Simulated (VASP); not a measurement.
Consider the following.

```
MgSe
1.0
    0.00000     2.73241     2.73241
    2.73241     0.00000     2.73241
    2.73241     2.73241     0.00000
Mg Se
1 1
Direct
  0.00000   0.00000   0.00000
  0.50000   0.50000   0.50000
```

These are r2SCAN meta-GGA, VASP's PBE PAW potentials (set 64) (plane waves; VASP 6.6.1) values and carry that method's errors. Settings: 480 eV cut-off, 8×8×8 Γ-centred mesh, Gaussian smearing of 0.050 eV, potentials Mg Se.

Each relaxation starts from this cell; other phases were not tried.

Q: The cell is relaxed at 10 GPa. What happens?

A: The volume per atom goes from 20.40 to 18.15 Å³ (-11.0 %), and the cell becomes a = 5.256 Å, b = 5.256 Å, c = 5.256 Å, α = 90.00°, β = 90.00°, γ = 90.00°, space group Fm-3m. The gap on the mesh goes from 2.45 to 2.65 eV.

Q: The cell is relaxed at 15 GPa. What happens?

A: The volume per atom goes from 20.40 to 17.36 Å³ (-14.9 %), and the cell becomes a = b = c = 5.178 Å, α = β = γ = 90.00°, space group Fm-3m. The gap on the mesh goes from 2.45 to 2.72 eV.

Failed runs are left out, and for metals the shear rows, which the mesh's noise covers.

The compound is MgSe in the rock salt structure.
